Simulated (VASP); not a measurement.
# Vacuum and the quasiparticle gap of a sheet of PtS2, part 2 of 5

How does the G0W0 gap of a single sheet of PtS2 depend on the vacuum between its repeats?

VASP 6.6.1, plane waves and PAW; the level of theory is named at each step.

So far. Step 2 (Relaxation): At PBE, with these data sets, the largest force is down to 4.9e-4 eV/Å. The lattice constant was typed and isn't relaxed: the sheet is stretched, by 1.5 N/m.

**3. Ground state**

This step: PBE; plane waves and PAW (Pt_GW, S_GW) (VASP 6.6.1).

The orbitals come from a self-consistent PBE run with a tight EDIFF and a narrow smearing. KPOINTS_OPT adds the bands along a path, which shows whether the mesh holds the band edges.

INCAR reads:

```
SYSTEM = PtS2
PREC = Accurate
ENCUT = 300
EDIFF = 1E-08
NELM = 100
ISMEAR = 0
SIGMA = 0.01
LREAL = .FALSE.
ALGO = Normal
GGA = PE
NBANDS = 17
LASPH = .TRUE.
LORBIT = 11
LWAVE = .TRUE.
LCHARG = .FALSE.
KPAR = 8
```

POSCAR reads:

```
PtS2
1.0
    3.6207302000      0.0000000000      0.0000000000
   -1.8103651000      3.1356443334      0.0000000000
    0.0000000000      0.0000000000     11.0000000000
Pt S
1 2
Direct
    0.0000000000      0.0000000000      0.5000000000
    0.3333333333      0.6666666667      0.6091362704
    0.6666666667      0.3333333333      0.3908637296
```

KPOINTS reads:

```
Automatic mesh
0
Gamma
9 9 1
0 0 0
```

KPOINTS_OPT reads:

```
Line mode
12
Line-mode
Reciprocal
  0.00000000   0.00000000   0.00000000 GAMMA
  0.50000000   0.00000000   0.00000000 M

  0.50000000   0.00000000   0.00000000 M
  0.33333333   0.33333333   0.00000000 K

  0.33333333   0.33333333   0.00000000 K
  0.00000000   0.00000000   0.00000000 GAMMA

  0.00000000   0.00000000   0.00000000 GAMMA
  0.00000000   0.00000000   0.50000000 A

  0.00000000   0.00000000   0.50000000 A
  0.50000000   0.00000000   0.50000000 L

  0.50000000   0.00000000   0.50000000 L
  0.33333333   0.33333333   0.50000000 H

  0.33333333   0.33333333   0.50000000 H
  0.00000000   0.00000000   0.50000000 A

  0.50000000   0.00000000   0.50000000 L
  0.50000000   0.00000000   0.00000000 M

  0.33333333   0.33333333   0.00000000 K
  0.33333333   0.33333333   0.50000000 H
```

Potentials, in the order of the species: Pt_GW and S_GW (PBE family, release 64).

On the command line:

```sh
mpirun -np 8 vasp_std
```

What it wrote:

```text
[banner, memory and clock lines left out]
running    8 mpi-ranks, on    1 nodes
 distrk:  each k-point on    1 cores,    8 groups
 distr:  one band on    1 cores,    1 groups

 POSCAR found type information on POSCAR PtS
 POSCAR found :  2 types and       3 ions
 [... a notice as in an earlier step ...]

 LDA part: xc-table for (Slater+PW92), standard interpolation
 POSCAR, INCAR and KPOINTS ok, starting setup
 FFT: planning ... GRIDC
 FFT: planning ... GRID_SOFT
 FFT: planning ... GRID
 WAVECAR not read
 entering main loop
       N       E                     dE             d eps       ncg     rms          rms(c)
DAV:   1     0.947801327712E+02    0.94780E+02   -0.72475E+03   623   0.764E+02
DAV:   2    -0.818960727832E+01   -0.10297E+03   -0.99594E+02   646   0.209E+02
DAV:   3    -0.163498819872E+02   -0.81603E+01   -0.80758E+01   592   0.557E+01
DAV:   4    -0.168365433295E+02   -0.48666E+00   -0.48592E+00   656   0.138E+01
DAV:   5    -0.168557913237E+02   -0.19248E-01   -0.19243E-01   600   0.233E+00    0.142E+01
DAV:   6    -0.157119315703E+02    0.11439E+01   -0.79411E+00   704   0.312E+01    0.949E+00
DAV:   7    -0.154456119915E+02    0.26632E+00   -0.15639E+00   664   0.146E+01    0.376E+00
DAV:   8    -0.154326657037E+02    0.12946E-01   -0.11006E-01   576   0.237E+00    0.971E-01
DAV:   9    -0.154278380783E+02    0.48276E-02   -0.21619E-02   616   0.165E+00    0.206E-01
DAV:  10    -0.154283639000E+02   -0.52582E-03   -0.32414E-03   502   0.473E-01    0.484E-02
DAV:  11    -0.154284546318E+02   -0.90732E-04   -0.29186E-04   720   0.121E-01    0.219E-02
DAV:  12    -0.154284960274E+02   -0.41396E-04   -0.30798E-05   536   0.431E-02    0.542E-03
DAV:  13    -0.154285061643E+02   -0.10137E-04   -0.38388E-06   624   0.135E-02    0.391E-03
DAV:  14    -0.154285347699E+02   -0.28606E-04   -0.55449E-06   502   0.983E-03    0.158E-03
DAV:  15    -0.154285432063E+02   -0.84364E-05   -0.10210E-06   536   0.337E-03    0.177E-03
DAV:  16    -0.154285468340E+02   -0.36277E-05   -0.85110E-07   516   0.300E-03    0.538E-04
DAV:  17    -0.154285471637E+02   -0.32976E-06   -0.70039E-08   592   0.142E-03    0.313E-04
DAV:  18    -0.154285471683E+02   -0.45127E-08   -0.74075E-09   440   0.944E-04
   1 F= -.15428547E+02 E0= -.15428547E+02  d E =-.108566E-41
 Start KPOINTS_OPT (optional k-point list driver)
k-point batch [1-12\108]
       N       E                     dE             ncg
DAV:   1    -0.460703358345E+02   -0.33409E+04      620
DAV:   2    -0.136893226907E+04   -0.13229E+04      632
DAV:   3    -0.147108514527E+04   -0.10215E+03      584
DAV:   4    -0.147634242916E+04   -0.52573E+01      640
DAV:   5    -0.147660370618E+04   -0.26128E+00      608
DAV:   6    -0.147665876767E+04   -0.55061E-01      768
DAV:   7    -0.147665956859E+04   -0.80092E-03      640
DAV:   8    -0.147665965760E+04   -0.89015E-04      712
DAV:   9    -0.147665966358E+04   -0.59751E-05      688
DAV:  10    -0.147665966366E+04   -0.83954E-07      624
DAV:  11    -0.147665966367E+04   -0.50645E-08      552
[...]
k-point batch [97-108\108]
       N       E                     dE             ncg
DAV:   1    -0.105749624823E+03   -0.75769E+04      616
DAV:   2    -0.142900558141E+04   -0.13233E+04      648
DAV:   3    -0.151627678042E+04   -0.87271E+02      608
DAV:   4    -0.152032521249E+04   -0.40484E+01      696
DAV:   5    -0.152051877373E+04   -0.19356E+00      672
DAV:   6    -0.152052934081E+04   -0.10567E-01      704
DAV:   7    -0.152053008942E+04   -0.74862E-03      696
DAV:   8    -0.152053010409E+04   -0.14667E-04      712
DAV:   9    -0.152053010496E+04   -0.87294E-06      680
DAV:  10    -0.152053010518E+04   -0.21681E-06      592
DAV:  11    -0.152053010518E+04   -0.22258E-08      520
 writing wavefunctions
```

Wall time 12 s (8 MPI ranks of Intel Xeon 6975P-C (Granite Rapids), shared host); peak memory 1.4 GiB.

Parts of OUTCAR (step 3):

```text
The static configuration has the point symmetry D_3d.

 Found     12 irreducible k-points:

   k-points           NKPTS =     12   k-points in BZ     NKDIM =     12   number of bands    NBANDS=     17

   dimension x,y,z NGX =    20 NGY =   20 NGZ =   64
   dimension x,y,z NGXF=    40 NGYF=   40 NGZF=  128

   ENCUT  =  300.0 eV  22.05 Ry    4.70 a.u.   5.11  5.11 15.53*2*pi/ulx,y,z

   NELECT =      22.0000    total number of electrons

 E-fermi :  -0.9474

 k-point     1 :       0.0000    0.0000    0.0000
  band No.  band energies     occupation
    ...
      7      -3.8101      2.00000
      8      -1.7055      2.00000
      9      -1.5927      2.00000
     10      -1.3538      2.00000
     11      -1.3538      2.00000
     12       2.1404      0.00000
     13       2.1404      0.00000
     14       4.1607      0.00000
     15       4.9495      0.00000
     16       5.9726      0.00000
    ...

 k-point     2 :       0.1111   -0.0000    0.0000
  band No.  band energies     occupation
    ...
      7      -3.9300      2.00000
      8      -2.3575      2.00000
      9      -1.3707      2.00000
     10      -1.3016      2.00000
     11      -1.0587      2.00000
     12       1.4888      0.00000
     13       1.9559      0.00000
     14       4.4928      0.00000
     15       5.5157      0.00000
     16       6.0647      0.00000
    ...

  Total       -1.0874268     -1.0874268     -0.0854933      0.0000000     -0.0000000     -0.0000000
  in kB      -13.9506668    -13.9506668     -1.0967989      0.0000000     -0.0000000     -0.0000000
  external PRESSURE =      -9.6660441 kB  Pullay stress =       0.0000000 kB

  energy-cutoff  :      300.00
  volume of cell :      124.89
      direct lattice vectors                 reciprocal lattice vectors
     3.620730200  0.000000000  0.000000000     0.276187383  0.159456860  0.000000000
    -1.810365100  3.135644333  0.000000000     0.000000000  0.318913720  0.000000000
     0.000000000  0.000000000 11.000000000     0.000000000  0.000000000  0.090909091

 POSITION                                       TOTAL-FORCE (eV/Angst)
 -----------------------------------------------------------------------------------
      0.00000      0.00000      5.50000         0.000000      0.000000      0.000000
     -0.00000      2.09043      6.70050         0.000000     -0.000000      0.031755
      1.81037      1.04521      4.29950        -0.000000      0.000000     -0.031755
 -----------------------------------------------------------------------------------
    total drift:                               -0.000000      0.000000      0.000000

  FREE ENERGIE OF THE ION-ELECTRON SYSTEM (eV)
  ---------------------------------------------------
  free  energy   TOTEN  =       -15.4285471683 eV

  energy  without entropy=      -15.4285471683  energy(sigma->0) =      -15.42854717

 total charge
# of ion       s       p       d       f       tot
--------------------------------------------------
    1        0.665   0.732   7.857   0.078   9.332
    2        1.359   2.240   0.066   0.000   3.665
    3        1.359   2.240   0.066   0.000   3.665
--------------------------------------------------
tot          3.383   5.211   7.989   0.078  16.661

[... 2 parts as in an earlier step ...]

[... 7 further parts left out ...]
```

This step gave:

| Property | Result |
| --- | --- |
| free energy (TOTEN) | -15.43 eV |
| Fermi energy | -0.9474 eV |
| least gap on mesh and path | 1.684 eV |
| least direct gap on mesh and path | 1.784 eV |

The highest empty bands on the path are converged less tightly, to about 0.1 eV. The electronic bands at the labelled points (eV, zero at the valence-band top; v1 is the highest filled band, c1 the lowest empty one):

| point | v4 | v3 | v2 | v1 | c1 | c2 | c3 | c4 |
| --- | --- | --- | --- | --- | --- | --- | --- | --- |
| Γ | -0.73 | -0.62 | -0.38 | -0.38 | 3.12 | 3.12 | 5.14 | 5.92 |
| 0.55 of the way | -2.05 | -0.64 | -0.60 | -0.17 | 1.73 | 2.70 | 5.94 | 6.63 |
| M | -2.16 | -2.14 | -1.68 | -1.29 | 2.63 | 2.92 | 5.50 | 6.78 |
| 0.55 of the way | -2.31 | -2.18 | -1.07 | -0.77 | 2.21 | 2.44 | 6.26 | 7.99 |
| K | -2.47 | -2.14 | -0.78 | -0.78 | 2.09 | 2.09 | 6.83 | 9.05 |
| 0.45 of the way | -2.11 | -1.00 | -0.73 | -0.01 | 2.01 | 2.12 | 6.65 | 7.05 |
| Γ | -0.73 | -0.62 | -0.38 | -0.38 | 3.12 | 3.12 | 5.14 | 5.92 |
| 0.45 of the way | -0.73 | -0.62 | -0.38 | -0.38 | 3.12 | 3.12 | 5.23 | 5.89 |
| A | -0.73 | -0.62 | -0.38 | -0.38 | 3.12 | 3.12 | 5.56 | 5.60 |
| 0.45 of the way | -1.95 | -0.46 | -0.28 | -0.10 | 1.68 | 2.71 | 6.15 | 6.53 |
| L | -2.16 | -2.14 | -1.68 | -1.29 | 2.63 | 2.92 | 5.50 | 6.78 |
| 0.45 of the way | -2.27 | -2.20 | -1.12 | -0.87 | 2.34 | 2.50 | 6.06 | 7.66 |
| H | -2.47 | -2.14 | -0.78 | -0.78 | 2.09 | 2.09 | 6.84 | 8.93 |
| 0.55 of the way | -2.05 | -0.66 | -0.40 | 0.00 | 1.93 | 2.18 | 6.51 | 6.83 |
| A | -0.73 | -0.62 | -0.38 | -0.38 | 3.12 | 3.12 | 5.56 | 5.60 |
| jump to L | -2.16 | -2.14 | -1.68 | -1.29 | 2.63 | 2.92 | 5.50 | 6.78 |
| 0.55 of the way | -2.16 | -2.14 | -1.68 | -1.29 | 2.63 | 2.92 | 5.50 | 6.78 |
| M | -2.16 | -2.14 | -1.68 | -1.29 | 2.63 | 2.92 | 5.50 | 6.78 |
| jump to K | -2.47 | -2.14 | -0.78 | -0.78 | 2.09 | 2.09 | 6.83 | 9.05 |
| 0.55 of the way | -2.47 | -2.14 | -0.78 | -0.78 | 2.09 | 2.09 | 6.83 | 8.98 |
| H | -2.47 | -2.14 | -0.78 | -0.78 | 2.09 | 2.09 | 6.84 | 8.93 |

The cell has a gap of 1.68 eV on mesh and path; the in-plane stress times the cell height is -1.5 N/m (compression positive), so the typed lattice constant isn't this level's equilibrium. Spin-orbit coupling is left out, which can shift or reorder these edges.

**4. Empty bands, box 11 Å**

ALGO = Exact makes the empty bands from the converged ground state in one step. LOPTICS writes the k-derivatives of the orbitals (WAVEDER), which give the long-wavelength limit of the screening.

INCAR reads:

```
SYSTEM = PtS2
PREC = Accurate
ENCUT = 300
ISMEAR = 0
SIGMA = 0.01
LREAL = .FALSE.
GGA = PE
NBANDS = 248
LASPH = .TRUE.
ALGO = Exact
NELM = 1
LWAVE = .TRUE.
LCHARG = .FALSE.
LOPTICS = .TRUE.
NEDOS = 1000
CSHIFT = 0.1
```

POSCAR is that of step 3.

KPOINTS is that of step 3.

On the command line:

```sh
mpirun -np 8 vasp_std
```

What it wrote:

```text
[banner, memory and clock lines left out]
running    8 mpi-ranks, on    1 nodes
 distrk:  each k-point on    8 cores,    1 groups
 distr:  one band on    1 cores,    8 groups

 POSCAR found type information on POSCAR PtS
 POSCAR found :  2 types and       3 ions
 [... a notice as in an earlier step ...]

 LDA part: xc-table for (Slater+PW92), standard interpolation
 found WAVECAR, reading the header
  number of bands has changed, file:    17 present:   248
  trying to continue reading WAVECAR, but it might fail
 POSCAR, INCAR and KPOINTS ok, starting setup
 FFT: planning ... GRIDC
 FFT: planning ... GRID_SOFT
 FFT: planning ... GRID
 reading WAVECAR
 random initialization beyond band           17
 the WAVECAR file was read successfully
 initial charge from wavefunction
 entering main loop
       N       E                     dE             d eps       ncg     rms          rms(c)
DIA:   1    -0.154285471480E+02   -0.15429E+02    0.00000E+00     0   0.000E+00
   1 F= -.15428547E+02 E0= -.15428547E+02  d E =-.151271E-27
 writing wavefunctions
 optical routines
 imaginary and real dielectric function
 recalculating local potential from charge density
 direction            1
 direction            2
 direction            3
```

Wall time 14 s (8 MPI ranks); peak memory 1.8 GiB; 95 s of CPU time.

Parts of OUTCAR (step 4):

```text
The static configuration has the point symmetry D_3d.

 Found     12 irreducible k-points:

   k-points           NKPTS =     12   k-points in BZ     NKDIM =     12   number of bands    NBANDS=    248

   NELECT =      22.0000    total number of electrons

 E-fermi :  -0.9666

 k-point     1 :       0.0000    0.0000    0.0000
  band No.  band energies     occupation
    ...
      7      -3.8101      2.00000
      8      -1.7055      2.00000
      9      -1.5927      2.00000
     10      -1.3539      2.00000
     11      -1.3539      2.00000
     12       2.1404      0.00000
     13       2.1404      0.00000
     14       4.1603      0.00000
     15       4.9495      0.00000
     16       5.9721      0.00000
    ...

 k-point     2 :       0.1111   -0.0000    0.0000
  band No.  band energies     occupation
    ...
      7      -3.9300      2.00000
      8      -2.3575      2.00000
      9      -1.3707      2.00000
     10      -1.3017      2.00000
     11      -1.0587      2.00000
     12       1.4888      0.00000
     13       1.9559      0.00000
     14       4.4924      0.00000
     15       5.5157      0.00000
     16       6.0646      0.00000
    ...

  Total       -1.0874345     -1.0874345     -0.0858188      0.0000000      0.0000000      0.0000000
  in kB      -13.9507655    -13.9507655     -1.1009752      0.0000000      0.0000000      0.0000000
  external PRESSURE =      -9.6675021 kB  Pullay stress =       0.0000000 kB

 POSITION                                       TOTAL-FORCE (eV/Angst)
 -----------------------------------------------------------------------------------
      0.00000      0.00000      5.50000        -0.000000      0.000000      0.000000
     -0.00000      2.09043      6.70050         0.000000     -0.000000      0.031689
      1.81037      1.04521      4.29950        -0.000000      0.000000     -0.031689
 -----------------------------------------------------------------------------------
    total drift:                               -0.000000      0.000000      0.000000

  FREE ENERGIE OF THE ION-ELECTRON SYSTEM (eV)
  ---------------------------------------------------
  free  energy   TOTEN  =       -15.4285471480 eV

  energy  without entropy=      -15.4285471480  energy(sigma->0) =      -15.42854715

 plasma frequency squared (from intraband transitions) (eV^2)
  --------------------------------------------------------------------------------------
       0.000       0.000       0.000
       0.000       0.000       0.000
       0.000       0.000       0.000

[... 7 parts as in an earlier step ...]

[... 5 further parts left out ...]
```

The gap is read on the k-mesh alone, so it is an upper bound where the band edges lie off the mesh.

This step gave:

```
gap on the k-mesh              : 1.761 eV
least direct gap on the k-mesh : 1.793 eV
```

WAVECAR now holds 248 bands for 22 electrons.

(Part 2 of 5 ends here.)

[Lines on the potential files, build, host, timing and source positions are cut from VASP's logs without a mark.]

[Logs are printed without paths, hosts, clocks, repeated set-up lines and the standing remarks that a program may print on its own settings, such as how far it seeks lower states.]

[Hosts, paths, dates, database ids (printed as entryN), source tags and the programs' standing remarks are cut or masked in the printed files.]

[Pressures printed for these runs are not shown converged in the cutoff: they can be off by several GPa and have the wrong sign.]
